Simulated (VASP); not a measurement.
OSZICAR of a VASP run on PtS2 (1T layered):

**OSZICAR**
```
       N       E                     dE             d eps       ncg     rms          rms(c)
DAV:   1     0.121908895644E+03    0.12191E+03   -0.10623E+04   968   0.131E+03
DAV:   2    -0.690082350047E+01   -0.12881E+03   -0.12628E+03  1212   0.246E+02
DAV:   3    -0.120507501108E+02   -0.51499E+01   -0.51246E+01  1240   0.538E+01
DAV:   4    -0.121040422399E+02   -0.53292E-01   -0.53282E-01  1212   0.603E+00
DAV:   5    -0.121050164286E+02   -0.97419E-03   -0.97417E-03  1268   0.784E-01    0.175E+01
DAV:   6    -0.110710941836E+02    0.10339E+01   -0.79930E+00   967   0.292E+01    0.121E+01
DAV:   7    -0.108100688277E+02    0.26103E+00   -0.14429E+00   974   0.133E+01    0.560E+00
DAV:   8    -0.107955061579E+02    0.14563E-01   -0.96706E-02  1072   0.225E+00    0.144E+00
DAV:   9    -0.107900278933E+02    0.54783E-02   -0.14061E-02  1107   0.137E+00    0.268E-01
DAV:  10    -0.107901457330E+02   -0.11784E-03   -0.19068E-03  1170   0.318E-01    0.670E-02
DAV:  11    -0.107901673423E+02   -0.21609E-04   -0.46411E-05  1206   0.637E-02    0.394E-02
DAV:  12    -0.107901666481E+02    0.69419E-06   -0.55281E-06  1170   0.250E-02    0.108E-02
DAV:  13    -0.107901668128E+02   -0.16464E-06   -0.99589E-07  1086   0.797E-03    0.308E-03
DAV:  14    -0.107901668352E+02   -0.22378E-07   -0.78298E-08   746   0.276E-03
   1 F= -.10790167E+02 E0= -.10790167E+02  d E =-.107902E+02
```

Which electronic solver shows in the log?

It is blocked Davidson (ALGO = Normal, or the opening steps of other solvers). The INCAR had ALGO = Normal.

Can the final energy be trusted as converged?

The calculation finished and met its thresholds. It stopped with EDIFF = 1E-7, NELM = 100, NSW = 30 and EDIFFG = -0.01 after 1 ionic step (rev-vdW-DF2, plane waves, VASP's PBE PAW potentials (set 64)).

The compound is PtS2 in the 1T layered structure. It was relaxed first.
